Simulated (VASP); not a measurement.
Energy against volume of InAs (zinc blende). Calculation: TPSS meta-GGA, VASP's PBE PAW potentials (set 64) (plane waves; VASP 6.6.1). Numerical set-up: 520 eV cut-off, 10×10×10 Γ-centred mesh, first-order Methfessel-Paxton smearing of 0.10 eV, potentials In_d As.

```
V (Å³/atom)  E (eV/atom)
-----------  -----------
27.481         -11.92704
28.358         -11.94228
29.235         -11.94748
30.112         -11.94435
```

Q: Fit these four points and predict the energy of the run at 30.989 Å³/atom.

A: A cubic in V^(−2/3), the third-order Birch-Murnaghan form, passes through the four points with V0 = 29.32 Å³/atom and B0 = 50 GPa, and gives -11.9343 eV/atom there. The run gave -11.9342 eV/atom, +0.1 meV/atom from the fit; all five points give B0 = 50 GPa.

The compound is InAs in the zinc blende structure. It was relaxed first, which changed the volume by +5 %.
